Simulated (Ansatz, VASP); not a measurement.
# MoS2: VASP beside Ansatz

Aim: how closely do two programs agree when they are given the same cell, functional and k mesh? The cell is generated by rule, not measured, and may not be a known phase. The structure shown is the start of the Ansatz relaxation below; VASP solves that cell, so the two are compared at the walk's first step.

Calculated with Ansatz 0.2.0; plane waves, with VASP 6.6.1 beside it; single point at r2SCAN with D3(BJ).

**1. Set-up**

Symmetry: R3m, No. 160, trigonal system. Conventional cell: a = 3.170 Å, b = 3.170 Å, c = 18.400 Å, α = 90.00°, β = 90.00°, γ = 120.00°. Nearest to S lie 3 Mo at 2.40 Å. S has 3 Mo at 2.40 Å nearest. Mo has 6 S at 2.40 Å nearest. Farther neighbours and most contacts between anions are not listed.

**2. Ansatz: relaxation, r2SCAN with D3(BJ)**

Ansatz runs on its default PAW (the set named soft_2) files.

The two programs are compared at the cell with which this relaxation starts, whose forces are those of its first step.

Contents of input.yaml:

```yaml
crystal:
  lattice:
    - [3.17, 0.0, 0.0]
    - [-1.585, 2.74530053, 0.0]
    - [0.0, 0.0, 18.4]
  atoms:
    - { symbol: S, position: [0.3333333333, 0.6666666667, 0.0] }
    - { symbol: Mo, position: [0.0, 0.0, 0.0847826087] }
    - { symbol: S, position: [0.3333333333, 0.6666666667, 0.1695652174] }
    - { symbol: S, position: [0.0, 0.0, 0.3333333333] }
    - { symbol: Mo, position: [0.6666666667, 0.3333333333, 0.418115942] }
    - { symbol: S, position: [0.0, 0.0, 0.5028985507] }
    - { symbol: S, position: [0.6666666667, 0.3333333333, 0.6666666667] }
    - { symbol: Mo, position: [0.3333333333, 0.6666666667, 0.7514492754] }
    - { symbol: S, position: [0.6666666667, 0.3333333333, 0.8362318841] }
kpoints:
  mp_grid: { grid: [8, 8, 2] }
scf:
  occupations: { method: fixed }
  max_iter: 120
hamiltonian:
  xc: r2scan
  dispersion: d3bj
output: {}
relax:
  f_tol: 0.01
  max_steps: 40
  cell: { fix: [a, b, angles] }
```

Run with:

```bash
ansatz run input.yaml --threads 4 --pin off --max-ram 10240MiB --backend cpu --events-out ev --progress --plain --runs-dir out
```

Numbers of over 12 decimals in the logs are rounded to 6 here.

What it wrote:

```text
Warning: the engine holds no damping parameters fitted to this dispersion correction and functional, so the run takes those fitted to r2scan beside the three-body term, which d3bj leaves out (hamiltonian.dispersion, under Limitations)
Engine: ansatz 0.2.0, x86_64-unknown-linux-gnu
Pseudopotentials: kind: paw
Pseudopotential: S, paw, valence charge 6, recommended cutoff 500 eV (meta_gga), S.paw.azcp
Pseudopotential: Mo, paw, valence charge 14, recommended cutoff 500 eV (meta_gga), Mo.paw.azcp
Functional definition: r2SCAN
  parameter k0 = 0.174
  parameter k1 = 0.065
  parameter a1 = 4.9479
  exchange = r2scan_x(k0 = k0, k1 = k1, a1 = a1)
  correlation = r2scan_c
Crystal: 9 atoms, lattice volume = 160.128 Å³
Basis set: ecut = 500 eV, 4045 PW (Γ), exchange–correlation on 96×96×540 points (64 copies of the dense FFT grid, shifted against one another)
Bands: 48, of which v1, the nominal top of the filled ones, is band 39 counted from 1 (38 counted from 0)
Symmetry: 18 space group operations
Space group: R3m (ITA 160), of the structure as read, at distance tolerance 5.4e-5 Å
k-points: 20 of 128 (time reversal used)
Non-local potential: S, projectors of the file, l = 0: 2, l = 1: 2, l = 2: 2
Non-local potential: Mo, projectors of the file, l = 0: 3, l = 1: 2, l = 2: 2, l = 3: 1
PAW form: soft (Blöchl's): semilocal exchange-correlation on the pseudo side does not see the compensation charge
PAW frozen core: S, regenerated for the run's functional (the file was generated under x = pbe(κ = 0.804, μ = 0.219515), c = pbe(β = 0.066725))
PAW frozen core: Mo, regenerated for the run's functional (the file was generated under x = pbe(κ = 0.804, μ = 0.219515), c = pbe(β = 0.066725))
PAW one-centre angular grid: S, 302 points (default); XC on 160 Gauss nodes
PAW one-centre angular grid: Mo, 590 points (default); XC on 160 Gauss nodes
Initial density: superposition of atomic densities (neutral atoms: chi_scale 0, normalization atom), corrected by the library's trained network
Initial wavefunctions: pseudopotential atomic-orbital guess
Functional: x = r2scan, c = r2scan; τ floored in thin density (d = 2e-4 eV/Å³)
SCF iter   1: F=—  HF=-20348.101508 eV  |F-HF|=—  |Δ(HF+E_count)|=         —  Δρ=1.05e-2  dr2=2.39e-1  dr2_τ=1.54e-1  ethr=1.77e-3  ⟨swp⟩=5.7  Hψ=3632  notcnv=0  defer=98
preconditioner: auto → Resta (q_TF=auto, 2.420 Å⁻¹)  ε∞=7.8  [insulator: Δε(μ)=1.074 eV  Ē_g=8.271 eV  n_scr=44 (ndim 8)  ℏωp=21.6 eV  f_vac=0.014  ε∞_Penn≈7.8]
SCF iter   2: F=—  HF=-20348.219853 eV  |F-HF|=—  |Δ(HF+E_count)|=   1.18e-1  Δρ=5.20e-3  dr2=1.78e-2  dr2_τ=8.20e-3  ethr=3.07e-4  ⟨swp⟩=2.8  Hψ=1706  notcnv=0  defer=121
SCF iter   3: F=—  HF=-20348.227204 eV  |F-HF|=—  |Δ(HF+E_count)|=   7.35e-3  Δρ=2.97e-3  dr2=7.43e-3  dr2_τ=5.19e-4  ethr=2.29e-5  ⟨swp⟩=2.0  Hψ=1314  notcnv=0  defer=133
SCF iter   4: F=—  HF=-20348.231706 eV  |F-HF|=—  |Δ(HF+E_count)|=   4.50e-3  Δρ=2.95e-4  dr2=1.57e-4  dr2_τ=1.49e-5  ethr=9.52e-6  ⟨swp⟩=3.7  Hψ=1676  notcnv=0  defer=134
SCF iter   5: F=—  HF=-20348.231741 eV  |F-HF|=—  |Δ(HF+E_count)|=   3.55e-5  Δρ=9.36e-5  dr2=3.42e-5  dr2_τ=1.85e-6  ethr=2.01e-7  ⟨swp⟩=2.9  Hψ=1655  notcnv=0  defer=128
SCF iter   6: F=—  HF=-20348.231875 eV  |F-HF|=—  |Δ(HF+E_count)|=   1.33e-4  Δρ=1.97e-5  dr2=9.48e-7  dr2_τ=6.75e-8  ethr=4.39e-8  ⟨swp⟩=2.0  Hψ=1315  notcnv=0  defer=57
SCF iter   7: F=-20348.231875 eV  HF=-20348.231875 eV  |F-HF|=6.74e-9  |Δ(HF+E_count)|=   2.95e-7  Δρ=4.47e-6  dr2=3.81e-8  dr2_τ=2.21e-9  ethr=1.28e-10  ⟨swp⟩=5.0  Hψ=3744  notcnv=0
SCF 1 converged in 7 iterations: F = -20348.231875 eV  dr2 = 3.81e-8
  greatest PAW one-centre occupation: 0.996 electrons in one spin orbital (limit 2), on the Mo atom at site 7 (counted from 0), in its partial waves of l = 0
relax step   1: F+E_penalty+E_count = -20348.23187503 eV  Δ(F+E_penalty+E_count) = +0.000e0 eV  max|allowed force component| = 1.603e-1 eV/Å  Δτ_max = 0.0000 Å  P = -0.591 GPa  Ω = 160.128 Å³  fix = [a, b, alpha, beta, gamma]  reactions: a -0.293, b -0.293 GPa  (7 SCF iters, dr2 threshold 1.00e-7 eV, accepted)
[...]
relax step   2: F+E_penalty+E_count = -20348.23291350 eV  Δ(F+E_penalty+E_count) = -1.038e-3 eV  max|allowed force component| = 1.100e-1 eV/Å  Δτ_max = 0.0231 Å  P = +0.462 GPa  Ω = 161.300 Å³  energy of the carried Pulay correction = -2.828e-4 eV  fix = [a, b, alpha, beta, gamma]  reactions: a +0.356, b +0.356 GPa  (6 SCF iters, dr2 threshold 9.00e-7 eV, accepted)
[...]
relax step   3: F+E_penalty+E_count = -20348.23532059 eV  Δ(F+E_penalty+E_count) = -2.407e-3 eV  max|allowed force component| = 1.628e-3 eV/Å  Δτ_max = 0.0125 Å  P = +0.074 GPa  Ω = 160.479 Å³  energy of the carried Pulay correction = -8.497e-5 eV  fix = [a, b, alpha, beta, gamma]  reactions: a +0.111, b +0.111 GPa  (6 SCF iters, dr2 threshold 9.00e-7 eV, accepted)
[...]
relax step   4: F+E_penalty+E_count = -20348.23541091 eV  Δ(F+E_penalty+E_count) = -9.033e-5 eV  max|allowed force component| = 1.593e-3 eV/Å  Δτ_max = 0.0000 Å  P = +0.073 GPa  Ω = 160.479 Å³  fix = [a, b, alpha, beta, gamma]  reactions: a +0.111, b +0.111 GPa  stress off target by 1.75e-3 GPa on what of the cell is left free  SCF on the basis re-selected at this cell (its energy is not comparable with the rows above)  (5 SCF iters)
basis re-selected at this cell: Δ(F+E_penalty+E_count) = -9.033e-5 eV, ΔP = -0.000 GPa vs the last step (what re-selecting the basis moved, of the pressure what is left beyond the Pulay correction that the steps carried, after the strain that the cell walked since its last selection, with what the two solves' SCF thresholds leave and, on support functions, any second-order correction that the steps lacked; it is no m [...]
SCF converged after 5 iterations
Free energy (F): -20348.235411 eV
Harris-Foulkes:  -20348.235411 eV  (|F-HF|=2.66e-10)
Internal energy: -20348.235411 eV  (E = F + TS)
E sigma→0 (E₀):  -20348.235411 eV
Fermi energy:    10.885267 eV
--- Per-component energies (eV) ---
  E_band       = -525.590265
  E_kinetic    = 1965.913402
  E_local      = -5893.314660  (includes V_loc(G=0)·N_el)
  E_nonlocal   = 595.553065
  E_hartree    = 2265.267744
  E_xc         = -1088.580003
  E_vxc        = -1338.908353  (∫ρ·V_xc dr)
  E_paw        = -13307.600533  (= ΣΔE_a)
  E_vpaw       = -462.557744  (= ΣTr[D̂ρ^β])
  E_aug_tail   = 0.000024  (compensation charges beyond the density's cutoff)
  E_vtau       = 77.188655  (kinetic-family band-sum trace: ∫τ·v_τ [+ j·A + Jᵃ·Aᵃ] dr)
  E_ewald      = -4882.342142
  E_disp       = -1.810098  (pairwise vdW)
  E_core_change = -1.322212  (= ΣΔE_core)
  E_smearing   = -0.000000  (= −TS)
  E_closure    = -0.000000  (closes the sum)
  Σ components = -20348.235411   (vs F -20348.235411, Δ=0.00e0)
--- Forces (eV/Å), atoms counted from 1 ---
  atom   1  S      0.00000000     0.00000000     0.00158880
  atom   2  Mo    -0.00000000     0.00000000    -0.00119622
  atom   3  S     -0.00000000     0.00000000    -0.00040590
  atom   4  S      0.00000000     0.00000000     0.00158880
  atom   5  Mo     0.00000000     0.00000000    -0.00119622
  atom   6  S      0.00000000     0.00000000    -0.00040590
  atom   7  S      0.00000000     0.00000000     0.00158880
  atom   8  Mo     0.00000000     0.00000000    -0.00119622
  atom   9  S      0.00000000     0.00000000    -0.00040590
  max |Σ_I F_I| component: 4.00e-5 eV/Å
--- Stress (GPa, compression-positive) ---
        0.111062       0.000000      -0.000000
        0.000000       0.111062      -0.000000
       -0.000000      -0.000000      -0.001746
  P = ⅓ Tr σ = 0.0735 GPa (0.735 kbar)
--- Relaxed structure (3 steps of the walk, 3 accepted, 1 SCFs on fresh bases) ---
  F+E_penalty+E_count = -20348.23541091 eV   max|allowed force component| = 1.593e-3 eV/Å   (the final SCF, on the basis selected at the relaxed cell)
  cell:  # Å, volume = 160.4791 Å³
    - [3.170000, 0, 0]
    - [-1.585000, 2.745301, 0]
    - [0, 0, 18.440354]
  atoms:
    - { symbol: S, position: [0.333333, 0.666667, 0.000576619] }
    - { symbol: Mo, position: [0, 0, 0.084767] }
    - { symbol: S, position: [0.333333, 0.666667, 0.169004] }
    - { symbol: S, position: [0, 0, 0.333910] }
    - { symbol: Mo, position: [0.666667, 0.333333, 0.418100] }
    - { symbol: S, position: [0, 0, 0.502338] }
    - { symbol: S, position: [0.666667, 0.333333, 0.667243] }
    - { symbol: Mo, position: [0.333333, 0.666667, 0.751434] }
    - { symbol: S, position: [0.666667, 0.333333, 0.835671] }
```

**3. VASP: single point, r2SCAN with D3(BJ), start cell**

The same cell, functional and mesh now go to VASP, with its own data sets.

Lines of VASP's logs that name or quote its potential files are left out, and so is its time.

Contents of INCAR:

```
SYSTEM = MoS2
PREC = Accurate
ENCUT = 440
EDIFF = 1E-06
NELM = 120
ISMEAR = 0
SIGMA = 0.01
LREAL = .FALSE.
ALGO = Normal
METAGGA = R2SCAN
IVDW = 12
VDW_S6 = 1
VDW_S8 = 0.78981345
VDW_A1 = 0.49484001
VDW_A2 = 5.73083694
LASPH = .TRUE.
NBANDS = 48
LORBIT = 11
LWAVE = .FALSE.
LCHARG = .FALSE.
ISIF = 2
GGA_COMPAT = .FALSE.
EFERMI = MIDGAP
LMIXTAU = .TRUE.
KPAR = 2
```

Contents of POSCAR:

```
MoS2
1.0
    3.1700000000      0.0000000000      0.0000000000
   -1.5850000000      2.7453010000      0.0000000000
    0.0000000000      0.0000000000     18.4000000000
S Mo
6 3
Direct
    0.3333332119      0.6666664238      0.0000000000
    0.3333332119      0.6666664238      0.1695652174
    0.0000000000      0.0000000000      0.3333333152
    0.0000000000      0.0000000000      0.5028985326
    0.6666666060      0.3333332119      0.6666666848
    0.6666666060      0.3333332119      0.8362319022
    0.0000000000      0.0000000000      0.0847826087
    0.6666666060      0.3333332119      0.4181159239
    0.3333332119      0.6666664238      0.7514492935
```

Contents of KPOINTS:

```
Automatic mesh
0
Gamma
8 8 2
0 0 0
```

PAW data sets: S and Mo_sv (PBE family, release 64).

Run with:

```bash
mpirun -np 2 vasp_std
```

What it wrote:

```text
[banner, memory and clock lines left out]
running    2 mpi-ranks, on    1 nodes
 distrk:  each k-point on    1 cores,    2 groups
 distr:  one band on    1 cores,    1 groups

 POSCAR found type information on POSCAR S Mo
 POSCAR found :  2 types and       9 ions
|                                                                             |
|               ----> ADVICE to this user running VASP <----                  |
|                                                                             |
|     You enforced a specific xc type in the INCAR file but a different       |
|     [... a line on the potential file left out ...]
|     I HOPE YOU KNOW WHAT YOU ARE DOING!                                     |
|                                                                             |

 LDA part: xc-table for (None), standard interpolation
 POSCAR, INCAR and KPOINTS ok, starting setup
 FFT: planning ... GRIDC
 FFT: planning ... GRID_SOFT
 FFT: planning ... GRID
 WAVECAR not read
 entering main loop
       N       E                     dE             d eps       ncg     rms          rms(c)
DAV:   1     0.575397607838E+03    0.57540E+03   -0.41323E+04  2104   0.139E+03
DAV:   2    -0.123323830150E+03   -0.69872E+03   -0.67436E+03  2304   0.384E+02
DAV:   3    -0.163053737349E+03   -0.39730E+02   -0.39101E+02  2424   0.817E+01
DAV:   4    -0.163982946338E+03   -0.92921E+00   -0.92357E+00  2328   0.124E+01
DAV:   5    -0.164010022015E+03   -0.27076E-01   -0.27047E-01  2464   0.198E+00    0.469E+01
DAV:   6    -0.149589508273E+03    0.14421E+02   -0.29892E+01  2160   0.307E+01    0.166E+01
DAV:   7    -0.144044040598E+03    0.55455E+01   -0.91165E+00  2160   0.138E+01    0.836E+00
DAV:   8    -0.143381697726E+03    0.66234E+00   -0.28267E+00  2288   0.852E+00    0.487E+00
DAV:   9    -0.142099395497E+03    0.12823E+01   -0.17771E-01  2264   0.218E+00    0.191E+00
DAV:  10    -0.140313309860E+03    0.17861E+01   -0.20557E-01  2376   0.275E+00    0.533E-01
DAV:  11    -0.139682871628E+03    0.63044E+00   -0.18916E-02  2208   0.886E-01    0.561E-01
DAV:  12    -0.138200261841E+03    0.14826E+01   -0.90140E-02  2024   0.212E+00    0.381E-01
DAV:  13    -0.137382000288E+03    0.81826E+00   -0.31916E-02  2048   0.102E+00    0.159E-01
DAV:  14    -0.136866833952E+03    0.51517E+00   -0.13539E-02  2136   0.699E-01    0.160E-01
[...]
DAV:  58    -0.135054273498E+03    0.31830E-03   -0.10869E-04  2144   0.636E-02    0.167E-01
DAV:  59    -0.135054562861E+03   -0.28936E-03   -0.29568E-04  1920   0.963E-02    0.129E-01
DAV:  60    -0.135054525726E+03    0.37135E-04   -0.24518E-04  2200   0.528E-02    0.738E-02
DAV:  61    -0.135054526766E+03   -0.10402E-05   -0.43305E-05  2024   0.273E-02    0.209E-02
DAV:  62    -0.135054540778E+03   -0.14011E-04   -0.38986E-06  1768   0.111E-02    0.156E-02
DAV:  63    -0.135054556094E+03   -0.15317E-04   -0.21097E-06  1320   0.845E-03    0.135E-02
DAV:  64    -0.135054565723E+03   -0.96291E-05   -0.37811E-06  1816   0.116E-02    0.489E-03
DAV:  65    -0.135054566158E+03   -0.43465E-06   -0.10151E-06  1056   0.655E-03
   1 F= -.13686836E+03 E0= -.13686836E+03  d E =0.000000E+00
```

[end of part 1 of 2]

[Lines on the potential files, build, host, timing and source positions are cut from VASP's logs without a mark.]

[Logs are printed without paths, hosts, clocks, repeated set-up lines and the standing remarks that a program may print on its own settings, such as how far it seeks lower states.]

[Hosts, paths, dates, database ids (printed as entryN), source tags and the programs' standing remarks are cut or masked in the printed files.]
